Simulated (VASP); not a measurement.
VASP ran on this input.

**POSCAR**
```
MgH2
1
    4.4766900000     0.0000000000     0.0000000000
    0.0000000000     4.4766900000     0.0000000000
    0.0000000000     0.0000000000     2.9925400000
Mg H
2 4
Direct
  0.5041120000   0.4885650000   0.4774460000
  0.0117420000   0.0133140000   0.0046840000
  0.6859050000   0.6823980000  -0.0028430000
  0.2954450000   0.3119490000   0.0138500000
  0.8052410000   0.2024920000   0.4945840000
  0.1975550000   0.8012820000   0.5122790000
```

**INCAR**
```
ALGO = Normal
EDIFF = 1E-6
ENCUT = 300
GGA = PE
ISIF = 2
ISMEAR = 0
LASPH = .TRUE.
LCHARG = .FALSE.
LREAL = .FALSE.
LWAVE = .FALSE.
NELM = 100
PREC = Accurate
SIGMA = 0.01
SYSTEM = MgH2
```

**KPOINTS**
```
Automatic mesh
0
Gamma
 5 5 7
```

POTCAR, in this order: Mg H (PBE.64 set). Program: vasp_std.

Task: Translate this PBE calculation to Quantum ESPRESSO's pw.x.

Result: One equivalent input (not run):
```
&CONTROL
  calculation = 'scf'
  pseudo_dir = './pseudo'
  outdir = './out'
  tprnfor = .true.
  tstress = .true.
/
&SYSTEM
  ibrav = 0
  nat = 6
  ntyp = 2
  ecutwfc = 84
  occupations = 'smearing'
  smearing = 'gaussian'
  degauss = 0.000735
  input_dft = 'pbe'
/
&ELECTRONS
  conv_thr = 7.3e-08
  electron_maxstep = 100
/
ATOMIC_SPECIES
  Mg 24.305 Mg.upf
  H 1.008 H.upf
CELL_PARAMETERS angstrom
     4.4766900    0.0000000    0.0000000
     0.0000000    4.4766900    0.0000000
     0.0000000    0.0000000    2.9925400
ATOMIC_POSITIONS crystal
  Mg   0.5041120  0.4885650  0.4774460
  Mg   0.0117420  0.0133140  0.0046840
  H    0.6859050  0.6823980 -0.0028430
  H    0.2954450  0.3119490  0.0138500
  H    0.8052410  0.2024920  0.4945840
  H    0.1975550  0.8012820  0.5122790
K_POINTS automatic
  5 5 7 0 0 0
```
The two are equivalent in intent, not identical: the potentials are each code's own (VASP's PAW set, PseudoDojo norm-conserving files in pw.x), so ENCUT and ecutwfc are chosen apart and not converted; conv_thr bounds pw.x's estimated SCF error, while EDIFF bounds the energy change between steps.

The structure comes from a computed database's MgH2 entry; how it stands against other phases isn't given here. The cell was not relaxed at this level, atoms are displaced from their ideal sites. The run is one of a series of settings (AEXX removed, HFRCUT removed, ISYM removed, LHFCALC removed, PRECFOCK removed against the base run), some of them coarse on purpose.
